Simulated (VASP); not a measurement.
# SnSe2: structure and properties in VASP, part 2 of 2

Aim: relax SnSe2 with PBEsol, compute its properties on that cell and hold them against experiment. The start is a cell from a database of measured crystal structures.

VASP 6.6.1, plane waves and PAW; the level of theory is named at each step.

So far, gap on the k-mesh (eV): step 2 (relaxing cell and atoms (PBEsol)) 0.637; step 5 (density of states (PBEsol)) 0.500; step 6 (vibrations at Γ (PBEsol)) 0.637. The relaxed cell has a = 3.820, c = 6.134 Å (conventional setting).

### Step 7. Independent-particle dielectric function (PBEsol)

LOPTICS sums transitions from filled to empty bands. The mesh is finer than in the run before. NBANDS is raised for it.

INCAR reads:

```
SYSTEM = SnSe2
PREC = Accurate
ENCUT = 400
EDIFF = 1E-06
NELM = 100
ISMEAR = 0
SIGMA = 0.05
LREAL = .FALSE.
ALGO = Normal
GGA = PS
NBANDS = 37
LORBIT = 11
LWAVE = .FALSE.
LCHARG = .FALSE.
KPAR = 2
LOPTICS = .TRUE.
NEDOS = 1500
CSHIFT = 0.1
```

POSCAR reads:

```
SnSe2
1.0
    3.8202979081      0.0000000000      0.0000000000
   -1.9101489540      3.3084750384      0.0000000000
    0.0000000000      0.0000000000      6.1341064093
Sn Se
1 2
Direct
    0.0000000000      0.0000000000      0.0000000000
    0.3333333333      0.6666666667      0.2587113852
    0.6666666667      0.3333333333      0.7412886148
```

KPOINTS reads:

```
Automatic mesh
0
Gamma
10 10 6
0 0 0
```

The projector-augmented-wave data sets are Sn_d and Se (PBE family, release 64).

Started as:

```
mpirun -np 2 vasp_std
```

Wall time 37 s (2 MPI ranks of AMD EPYC 9R45, shared host); peak memory 0.65 GiB; 63 s of CPU time.

These are independent-particle spectra without excitons or local fields, and fine structure depends on the mesh and on CSHIFT.

Numbers from this step:

| Quantity | Value |
| --- | --- |
| bands | 37 |
| irreducible k-points | 72 |
| Fermi energy | 4.299 eV |
| pressure | 0.02815 GPa |
| valence top at k | 0.1, 0.1, 0 |
| conduction bottom at k | 0, 0.4, 0.3333 |
| gap on the k-mesh | 0.4997 eV |
| least direct gap on the k-mesh | 0.9475 eV |

The imaginary dielectric function has structure finer than the step of the table below, so its rows give means over 1 eV, whole bins alone (the curve runs from 0 to 25.0 eV). Peaks (eV: height): xx 3.0: 16.1, 3.7: 16.4, 4.8: 16.1, 8.1: 5.60; zz 1.6: 14.9, 2.1: 12.6, 4.7: 19.8, 5.6: 15.7, 8.5: 5.64.

The imaginary dielectric function by photon energy; means over each step:

```
photon energy (eV)      xx      zz
                 1    2.32    3.89
                 2    7.68    11.1
                 3    13.4    5.87
                 4    14.6    8.90
                 5    13.4    16.5
                 6    6.92    10.2
                 7    3.66    3.85
                 8    4.53    4.17
                 9    3.17    3.75
                10    2.00    2.28
                11    1.57    1.41
                12    1.15    1.18
                13   0.977   0.850
                14   0.779   0.623
                15   0.506   0.454
                16   0.368   0.372
                17   0.329   0.322
                18   0.266   0.280
                19   0.205   0.206
                20   0.185   0.174
                21   0.154   0.156
                22   0.138   0.140
                23   0.115   0.115
                24  0.0733  0.0800
```

The real dielectric function by photon energy:

```
photon energy (eV)       xx       zz
                 0     13.8     14.3
                 1     16.7     16.3
                 2     15.5     11.6
                 3     12.5     6.81
                 4     3.95     12.2
                 5    -2.83    0.305
                 6    -4.23    -5.99
                 7    -2.05    -3.40
                 8   -0.250   -0.417
                 9    -2.43    -2.08
                10    -2.05    -2.71
                11    -1.51    -1.58
                12    -1.08    -1.22
                13   -0.766   -0.950
                14   -0.699   -0.665
                15   -0.504   -0.373
                16   -0.266   -0.238
                17  -0.0914  -0.0670
                18   0.0206  -0.0289
                19    0.125    0.142
                20    0.240    0.232
                21    0.288    0.295
                22    0.379    0.373
                23    0.430    0.437
                24    0.524    0.529
```

The mean of ε2 over directions passes 5 % of its top at 0.86 eV, against a least direct gap of 0.95 eV on this mesh; what lies under the gap is the tail of the broadening by CSHIFT. The indirect gap (0.49 eV in the band run) doesn't show, since phonons are left out.

### Step 8. Band structure (PBEsol + SOC)

This step: PBEsol, spin-orbit coupling; plane waves and PAW (Sn_d, Se) (VASP 6.6.1).

The mesh alone shows little of the dispersion and can miss band extrema, so KPOINTS_OPT adds a path through the symmetry points after the self-consistent cycle. Spin-orbit coupling needs spinors and the noncollinear program, where each band holds one electron.

INCAR reads:

```
SYSTEM = SnSe2
PREC = Accurate
ENCUT = 400
EDIFF = 1E-06
NELM = 100
ISMEAR = 0
SIGMA = 0.05
LREAL = .FALSE.
ALGO = Normal
GGA = PS
LNONCOLLINEAR = .TRUE.
MAGMOM = 0 0 0 0 0 0 0 0 0
NBANDS = 38
GGA_COMPAT = .FALSE.
LASPH = .TRUE.
LSORBIT = .TRUE.
LORBIT = 11
LWAVE = .FALSE.
LCHARG = .FALSE.
KPAR = 2
```

POSCAR is that of step 7.

KPOINTS reads:

```
Automatic mesh
0
Gamma
6 6 3
0 0 0
```

KPOINTS_OPT reads:

```
Line mode
16
Line-mode
Reciprocal
  0.00000000   0.00000000   0.00000000 GAMMA
  0.50000000   0.00000000   0.00000000 M

  0.50000000   0.00000000   0.00000000 M
  0.33333333   0.33333333   0.00000000 K

  0.33333333   0.33333333   0.00000000 K
  0.00000000   0.00000000   0.00000000 GAMMA

  0.00000000   0.00000000   0.00000000 GAMMA
  0.00000000   0.00000000   0.50000000 A

  0.00000000   0.00000000   0.50000000 A
  0.50000000   0.00000000   0.50000000 L

  0.50000000   0.00000000   0.50000000 L
  0.33333333   0.33333333   0.50000000 H

  0.33333333   0.33333333   0.50000000 H
  0.00000000   0.00000000   0.50000000 A

  0.50000000   0.00000000   0.50000000 L
  0.50000000   0.00000000   0.00000000 M

  0.33333333   0.33333333   0.00000000 K
  0.33333333   0.33333333   0.50000000 H
```

Started as:

```
mpirun -np 2 vasp_ncl
```

Elapsed: 2.4 min, on 2 MPI ranks; peak memory 0.63 GiB; 4.2 min of CPU time.

LASPH is switched on together with spin-orbit coupling, so the change from the scalar run holds both.

Numbers from this step:

| Property | Result |
| --- | --- |
| SCF cycles | 13 |
| bands | 38 |
| irreducible k-points | 17 |
| free energy (TOTEN) | -13.05 eV |
| Fermi energy | 4.346 eV |
| pressure | 0.1424 GPa |
| least gap on mesh and path | 0.4681 eV |
| least direct gap on mesh and path | 0.8878 eV |
| valence top at k | 0.06667, 0.06667, 0 |
| conduction bottom at k | 0.5, 0, 0.3333 |

On-site spin-orbit energy by atom:

```
atom  on-site spin-orbit energy (eV)
 Sn1                         -0.0911
 Se2                         -0.0464
 Se3                         -0.0464
```

Electronic bands along the path, in eV, zero at the valence-band top; v1 is the highest filled band, c1 the lowest empty one:

```
          point     v4     v3     v2     v1    c1    c2    c3    c4
              Γ  -0.29  -0.29  -0.10  -0.10  0.79  0.79  2.84  2.84
0.47 of the way  -0.36  -0.36  -0.10  -0.10  1.89  1.89  3.62  3.62
              M  -1.55  -1.55  -0.35  -0.35  1.06  1.06  3.48  3.48
0.47 of the way  -1.56  -1.56  -1.28  -1.28  1.22  1.22  4.79  4.79
              K  -1.83  -1.83  -1.78  -1.78  0.93  0.93  6.09  6.09
0.53 of the way  -1.22  -1.22  -0.21  -0.21  1.97  1.97  4.52  4.52
              Γ  -0.29  -0.29  -0.10  -0.10  0.79  0.79  2.84  2.84
0.47 of the way  -0.46  -0.46  -0.18  -0.18  1.70  1.70  2.83  2.83
              A  -0.37  -0.37  -0.09  -0.09  2.39  2.39  2.73  2.73
0.47 of the way  -1.49  -1.49  -0.49  -0.49  1.52  1.52  4.28  4.28
              L  -1.08  -1.08  -0.78  -0.78  0.58  0.58  3.88  3.88
0.47 of the way  -0.75  -0.75  -0.54  -0.54  1.38  1.38  4.12  4.12
              H  -0.51  -0.51  -0.42  -0.42  2.20  2.20  4.12  4.12
0.47 of the way  -1.07  -1.07  -0.88  -0.88  1.96  1.96  4.30  4.30
              A  -0.37  -0.37  -0.09  -0.09  2.39  2.39  2.73  2.73
      jump to L  -1.08  -1.08  -0.78  -0.78  0.58  0.58  3.88  3.88
0.47 of the way  -1.02  -1.02  -0.58  -0.58  0.54  0.54  3.78  3.78
              M  -1.55  -1.55  -0.35  -0.35  1.06  1.06  3.48  3.48
      jump to K  -1.83  -1.83  -1.78  -1.78  0.93  0.93  6.09  6.09
0.47 of the way  -1.23  -1.23  -1.17  -1.17  1.45  1.45  5.15  5.15
              H  -0.51  -0.51  -0.42  -0.42  2.20  2.20  4.12  4.12
```

Of the projections kept (Sn, Se), the largest for each band there; the rest of the weight can lie on other orbitals:

```
point       v4       v3       v2       v1       c1       c2       c3       c4
    Γ  Se 0.92  Se 0.92  Se 0.86  Se 0.86  Se 0.58  Se 0.58  Sn 0.56  Sn 0.56
    M  Se 0.85  Se 0.85  Se 0.92  Se 0.92  Se 0.61  Se 0.61  Sn 0.57  Sn 0.57
    K  Se 0.92  Se 0.92  Se 0.93  Se 0.93  Se 0.58  Se 0.58  Se 0.61  Se 0.61
    Γ  Se 0.92  Se 0.92  Se 0.86  Se 0.86  Se 0.58  Se 0.58  Sn 0.56  Sn 0.56
    A  Se 0.92  Se 0.92  Se 0.92  Se 0.92  Se 0.61  Se 0.61  Sn 0.64  Sn 0.64
    L  Se 0.89  Se 0.89  Se 0.92  Se 0.92  Se 0.59  Se 0.59  Se 0.68  Se 0.68
```

The gap moves by -0.02 eV against PBEsol, which ran on another mesh.

### Step 9. A semilocal run for the hybrid's start

This step: PBEsol; plane waves and PAW (Sn_d, Se) (VASP 6.6.1).

A hybrid converges badly from random orbitals, so a cheap semilocal run writes a WAVECAR on the same mesh first.

INCAR reads:

```
SYSTEM = SnSe2
PREC = Accurate
ENCUT = 400
EDIFF = 1E-05
NELM = 100
ISMEAR = 0
SIGMA = 0.05
LREAL = .FALSE.
ALGO = Normal
GGA = PS
NBANDS = 19
LORBIT = 11
LWAVE = .TRUE.
LCHARG = .FALSE.
KPAR = 2
```

POSCAR is that of step 8.

KPOINTS reads:

```
Automatic mesh
0
Gamma
4 4 3
0 0 0
```

Started as:

```
mpirun -np 2 vasp_std
```

Wall time 3.8 s (2 MPI ranks); peak memory 0.28 GiB.

A gap read on the k-mesh alone can miss the band edges.

Numbers from this step:

```yaml
scf_cycles: 12
bands: 19
irreducible_k_points: 9
free_energy_toten: -12.85 eV
fermi_energy: 4.226 eV
pressure: 0.4654 GPa
valence_top_at_k: 0.25, 0, 0
gap_on_the_k_mesh: 0.6155 eV
least_direct_gap_on_the_k_mesh: 0.9390 eV
```

Force by atom:

```
atom  x (eV/Å)  y (eV/Å)  z (eV/Å)   size
 Sn1     0.000     0.000     0.000  0.000
 Se2     0.000     0.000    -0.107  0.107
 Se3     0.000     0.000     0.107  0.107
```

### Step 10. Bands along the symmetry lines (HSE06)

This step: HSE06; plane waves and PAW (Sn_d, Se) (VASP 6.6.1).

HSE06 mixes in a quarter of exact exchange at short range, at far higher cost; in semiconductors this cures much of the gap error, while metals seldom gain.

INCAR reads:

```
SYSTEM = SnSe2
PREC = Accurate
ENCUT = 400
EDIFF = 1E-06
NELM = 100
ISMEAR = 0
SIGMA = 0.05
LREAL = .FALSE.
ALGO = Normal
LHFCALC = .TRUE.
AEXX = 0.25
GGA = PE
HFSCREEN = 0.2
LASPH = .TRUE.
NBANDS = 19
PRECFOCK = Fast
LORBIT = 11
LWAVE = .FALSE.
LCHARG = .FALSE.
KPAR = 2
```

POSCAR is that of step 9.

KPOINTS is that of step 9.

Edit KPOINTS_OPT of step 8 so:

```diff
@@ -1,3 +1,3 @@
 Line mode
-16
+6
 Line-mode
```

The run starts from files that an earlier step left in the folder.

Started as:

```
mpirun -np 2 vasp_std
```

The job ended after 8.6 min (2 MPI ranks; peak memory 0.51 GiB; 15 min of CPU time).

The k-mesh is coarse for exact exchange; levels may shift by about 0.1 eV on a finer one.

Numbers from this step:

| Item | Value |
| --- | --- |
| SCF cycles | 9 |
| free energy (TOTEN) | -14.48 eV |
| Fermi energy | 3.862 eV |
| least gap on mesh and path | 1.253 eV |
| least direct gap on mesh and path | 1.845 eV |
| valence top at k | 0.06667, 0.06667, 0 |

Electronic bands along the path, in eV, zero at the valence-band top; v1 is the highest filled band, c1 the lowest empty one:

```
          point     v4     v3     v2     v1    c1    c2    c3    c4
              Γ  -0.67  -0.40  -0.40  -0.15  1.70  3.89  5.56  5.56
0.60 of the way  -2.98  -2.30  -0.55  -0.18  2.36  4.77  6.23  6.59
              M  -3.35  -2.78  -1.49  -0.33  1.79  4.53  6.05  6.13
0.40 of the way  -3.26  -3.26  -1.51  -1.12  2.00  5.62  5.94  6.94
              K  -3.88  -3.57  -1.87  -1.87  1.75  7.37  7.37  8.19
0.60 of the way  -3.02  -1.13  -0.95  -0.09  3.00  5.36  5.57  6.33
              Γ  -0.67  -0.40  -0.40  -0.15  1.70  3.89  5.56  5.56
0.60 of the way  -0.78  -0.78  -0.25  -0.25  2.85  3.87  5.33  5.33
              A  -0.81  -0.81  -0.19  -0.19  3.30  3.79  5.22  5.22
0.40 of the way  -2.02  -1.57  -1.48  -0.39  2.61  5.28  6.22  6.59
              L  -2.54  -2.20  -1.00  -0.84  1.33  4.91  5.54  6.60
0.40 of the way  -3.47  -2.77  -0.74  -0.62  2.02  5.12  6.19  6.27
              H  -4.56  -4.05  -0.45  -0.45  3.12  5.27  5.27  6.91
0.40 of the way  -3.36  -2.53  -0.91  -0.90  2.80  5.39  6.50  6.72
              A  -0.81  -0.81  -0.19  -0.19  3.30  3.79  5.22  5.22
      jump to L  -2.54  -2.20  -1.00  -0.84  1.33  4.91  5.54  6.60
0.40 of the way  -2.71  -2.63  -0.93  -0.66  1.27  4.87  6.10  6.70
              M  -3.35  -2.78  -1.49  -0.33  1.79  4.53  6.05  6.13
      jump to K  -3.88  -3.57  -1.87  -1.87  1.75  7.37  7.37  8.19
0.40 of the way  -4.18  -3.75  -1.36  -1.36  2.17  6.55  6.55  7.78
              H  -4.56  -4.05  -0.45  -0.45  3.12  5.27  5.27  6.91
```

Of the projections kept (Sn, Se), the largest for each band there; the rest of the weight can lie on other orbitals:

```
point       v4       v3       v2       v1       c1       c2       c3       c4
    Γ  Se 0.79  Se 0.92  Se 0.92  Se 0.87  Se 0.55  Sn 0.56  Sn 0.71  Sn 0.71
    M  Se 0.77  Se 0.69  Se 0.87  Se 0.92  Se 0.55  Sn 0.57  Se 0.65  Sn 0.60
    K  Se 0.68  Se 0.64  Se 0.92  Se 0.92  Se 0.55  Se 0.61  Se 0.61  Sn 0.51
    Γ  Se 0.79  Se 0.92  Se 0.92  Se 0.87  Se 0.55  Sn 0.56  Sn 0.71  Sn 0.71
    A  Se 0.81  Se 0.81  Se 0.91  Se 0.91  Se 0.58  Sn 0.63  Sn 0.74  Sn 0.74
    L  Se 0.67  Se 0.74  Se 0.90  Se 0.93  Se 0.54  Se 0.66  Sn 0.62  Sn 0.51
```

Force by atom:

```
atom  x (eV/Å)  y (eV/Å)  z (eV/Å)   size
 Sn1     0.000     0.000     0.000  0.000
 Se2     0.000     0.000    -0.437  0.437
 Se3     0.000     0.000     0.437  0.437
```

The gap moves by +0.76 eV against PBEsol, which ran on another mesh.

### Step 11. Bands along the symmetry lines (TB-mBJ)

This step: TB-mBJ; plane waves and PAW (Sn_d, Se) (VASP 6.6.1).

Levels along the symmetry lines show where the bands peak and cross; KPOINTS_OPT computes them in the converged potential. TB-mBJ is a local potential fitted to gaps: it costs far less than a hybrid but gives no energy.

INCAR reads:

```
SYSTEM = SnSe2
PREC = Accurate
ENCUT = 400
EDIFF = 1E-06
NELM = 150
ISMEAR = 0
SIGMA = 0.05
LREAL = .FALSE.
ALGO = Normal
METAGGA = MBJ
LASPH = .TRUE.
NBANDS = 26
LORBIT = 11
LWAVE = .FALSE.
LCHARG = .FALSE.
KPAR = 2
```

POSCAR is that of step 10.

KPOINTS reads:

```
Automatic mesh
0
Gamma
7 7 4
0 0 0
```

Edit KPOINTS_OPT of step 10 so:

```diff
@@ -1,3 +1,3 @@
 Line mode
-6
+16
 Line-mode
```

Started as:

```
mpirun -np 2 vasp_std
```

It took 77 s on 2 MPI ranks; peak memory 0.39 GiB; 2.3 min of CPU time.

This functional is a potential without an energy, so its energies, forces and stress mean nothing and are not read.

This step gave:

| Property | Result |
| --- | --- |
| SCF cycles | 36 |
| bands | 26 |
| irreducible k-points | 28 |
| Fermi energy | 4.357 eV |
| least gap on mesh and path | 1.164 eV |
| least direct gap on mesh and path | 1.691 eV |
| valence top at k | 0.08889, 0.08889, 0 |
| least direct gap at k | 0, 0.4286, 0.25 |

Electronic bands along the path, in eV, zero at the valence-band top; v1 is the highest filled band, c1 the lowest empty one:

```
          point     v4     v3     v2     v1    c1    c2    c3    c4
              Γ  -0.62  -0.36  -0.36  -0.11  1.64  3.77  5.15  5.15
0.47 of the way  -2.03  -1.70  -0.21  -0.12  2.46  4.51  5.72  5.99
              M  -2.84  -2.42  -1.21  -0.29  1.60  4.35  5.69  5.88
0.47 of the way  -2.91  -2.76  -1.24  -1.12  1.78  5.55  5.82  6.64
              K  -3.31  -3.11  -1.56  -1.56  1.61  6.81  6.81  7.55
0.53 of the way  -2.95  -1.19  -1.02  -0.16  2.52  5.41  5.44  6.02
              Γ  -0.62  -0.36  -0.36  -0.11  1.64  3.77  5.15  5.15
0.47 of the way  -0.68  -0.68  -0.27  -0.27  2.36  3.77  5.01  5.01
              A  -0.73  -0.73  -0.18  -0.18  2.95  3.74  4.84  4.84
0.47 of the way  -1.72  -1.53  -1.33  -0.41  2.14  5.10  5.96  6.24
              L  -2.22  -1.86  -0.84  -0.72  1.22  4.74  5.21  6.28
0.47 of the way  -3.16  -2.51  -0.60  -0.48  1.96  4.96  5.71  5.95
              H  -3.89  -3.49  -0.38  -0.38  2.70  5.03  5.03  6.51
0.47 of the way  -2.61  -1.96  -0.88  -0.76  2.44  5.14  6.21  6.23
              A  -0.73  -0.73  -0.18  -0.18  2.95  3.74  4.84  4.84
      jump to L  -2.22  -1.86  -0.84  -0.72  1.22  4.74  5.21  6.28
0.47 of the way  -2.39  -2.32  -0.80  -0.52  1.21  4.62  5.95  6.16
              M  -2.84  -2.42  -1.21  -0.29  1.60  4.35  5.69  5.88
      jump to K  -3.31  -3.11  -1.56  -1.56  1.61  6.81  6.81  7.55
0.47 of the way  -3.62  -3.29  -1.01  -1.01  2.06  5.93  5.93  7.12
              H  -3.89  -3.49  -0.38  -0.38  2.70  5.03  5.03  6.51
```

Of the projections kept (Sn, Se), the largest for each band there; the rest of the weight can lie on other orbitals:

```
point       v4       v3       v2       v1       c1       c2       c3       c4
    Γ  Se 0.81  Se 0.92  Se 0.92  Se 0.89  Se 0.59  Sn 0.58  Sn 0.71  Sn 0.71
    M  Se 0.79  Se 0.72  Se 0.89  Se 0.93  Se 0.61  Sn 0.56  Sn 0.58  Se 0.64
    K  Se 0.71  Se 0.67  Se 0.93  Se 0.93  Se 0.61  Se 0.62  Se 0.62  Sn 0.50
    Γ  Se 0.81  Se 0.92  Se 0.92  Se 0.89  Se 0.59  Sn 0.58  Sn 0.71  Sn 0.71
    A  Se 0.83  Se 0.83  Se 0.92  Se 0.92  Se 0.62  Sn 0.63  Sn 0.73  Sn 0.73
    L  Se 0.70  Se 0.76  Se 0.91  Se 0.93  Se 0.59  Se 0.66  Sn 0.60  Sn 0.50
```

The gap moves by +0.67 eV against PBEsol.

### Step 12. Bands along the symmetry lines (PBEsol), changed input

This step: PBEsol; plane waves and PAW (Sn_d, Se) (VASP 6.6.1).

This run is made with a changed input; what comes of it follows.

INCAR reads:

```
SYSTEM = SnSe2
PREC = Accurate
ENCUT = 150
EDIFF = 1E-06
NELM = 84
ISMEAR = 0
SIGMA = 0.05
LREAL = .FALSE.
ALGO = Normal
GGA = PS
NBANDS = 26
LORBIT = 11
LWAVE = .FALSE.
LCHARG = .FALSE.
KPAR = 2
```

POSCAR is that of step 11.

KPOINTS is that of step 11.

KPOINTS_OPT is that of step 11.

Started as:

```
mpirun -np 2 vasp_std
```

Wall time 8.4 s (2 MPI ranks); peak memory 0.21 GiB; 14 s of CPU time.

The run converged, but on settings that are not sound, so its numbers are not to be trusted.

Against the sound run on this cell (bands along the symmetry lines (PBEsol)) the energy at zero smearing moves by +1243.4 meV an atom and the pressure by -86.97 GPa.

The fault in the input: cutoff far too low (ENCUT = 150). Raise ENCUT to at least the largest default of the data sets.

### Step 13. What came out

```
relaxed volume                                             : 25.84 Å³/atom
relaxed conventional cell a, b, c                          : 3.820, 3.820, 6.134 Å; angles 90.0, 90.0, 120.0°
space group after relaxing, within 0.02 Å                  : P-3m1 (No. 164)
band gap                                                   : 0.492 eV, indirect (least direct gap of that run 0.947 eV)
gap among the points of the DOS mesh alone, an upper bound : 0.500 eV
highest zone-centre mode                                   : 245 cm⁻¹
strongest peak of ε2, mean over directions                 : 4.74 eV
ε1 at zero frequency, no local fields, mean                : 14.0
band gap (PBEsol + SOC)                                    : 0.468 eV, indirect (least direct gap of that run 0.888 eV)
band gap (HSE06)                                           : 1.25 eV, indirect (least direct gap of that run 1.84 eV)
band gap (TB-mBJ)                                          : 1.16 eV, indirect (least direct gap of that run 1.69 eV)
```

**Reading.** With PBEsol, SnSe2 relaxes to 25.84 Å³/atom in space group P-3m1 (held by the symmetry of the run) and has an indirect gap of 0.492 eV (1.25 eV with HSE06). Against the listed cell the volume lies +0.5 % (a +0.2 %, c under 0.05 %). Vibrations at Γ (PBEsol): The highest mode in this list at Γ, 245.0 cm⁻¹, has its largest share on Sn (57 % of the kinetic energy). Band structure (PBEsol + SOC): On this path the gap is indirect, 0.47 eV, with the valence top between K and Γ and the conduction bottom between L and M. The least direct gap is 0.89 eV. Bands along the symmetry lines (HSE06): On this path the gap is indirect, 1.27 eV, with the valence top between K and Γ and the conduction bottom between L and M. The least direct gap is 1.84 eV. Bands along the symmetry lines (TB-mBJ): The path shows an indirect gap of 1.16 eV (valence top between K and Γ, conduction bottom between L and M). The least direct gap is 1.73 eV. The other levels ran on the cell relaxed with PBEsol, and without spin-orbit coupling unless named. LASPH was switched on together with spin-orbit coupling, so shifts put down to the coupling hold both changes. Semilocal functionals usually underestimate gaps. Modes at Γ alone can't show that the crystal is stable at other wave vectors, and the LO-TO splitting is not included. The bonds form layers, and without a dispersion term the spacing between them, and what depends on it, is unreliable. No search among competing phases was made, and a listed structure need not be the one stable at ambient conditions. All values are for a static lattice at zero temperature.

Comparison with the measured values:

| quantity | measured | PBEsol |
| --- | --- | --- |
| lattice constant a (Å) | 3.83 | 3.820 (-0.3 %) |
| lattice constant c (Å) | 6.12 | 6.134 (+0.2 %) |
| Raman mode, Eg, approximate position in … (cm⁻¹) | 120 | 119 (-0.7 %) |
| Raman mode, A1g, approximate position … (cm⁻¹) | 190 | 180 (-5.2 %) |

Measured values from pmc:8069899 (2021) and arxiv:1807.04993 (2018).

Verdict: The lattice constant a is off by -0.3 %: good agreement. The lattice constant c is off by +0.2 %: good agreement. The Raman mode is off by -0.7 %: good agreement. The Raman mode is off by -5.2 %: fair agreement. The grades are ours: good and fair within 0.7 and 1.5 % for the lattice constant a, 0.8 and 2 % for the lattice constant c and 3 and 7 % for the Raman mode. For lattice constants and Raman mode the calculation has a static lattice, without zero-point motion or thermal expansion (measured at up to 300 K).

[Lines on the potential files, build, host, timing and source positions are cut from VASP's logs without a mark.]

[Logs are printed without paths, hosts, clocks, repeated set-up lines and the standing remarks that a program may print on its own settings, such as how far it seeks lower states.]

[Hosts, paths, dates, database ids (printed as entryN), source tags and the programs' standing remarks are cut or masked in the printed files.]

[A measured line is paired with the nearest computed mode of its activity, which favours agreement.]
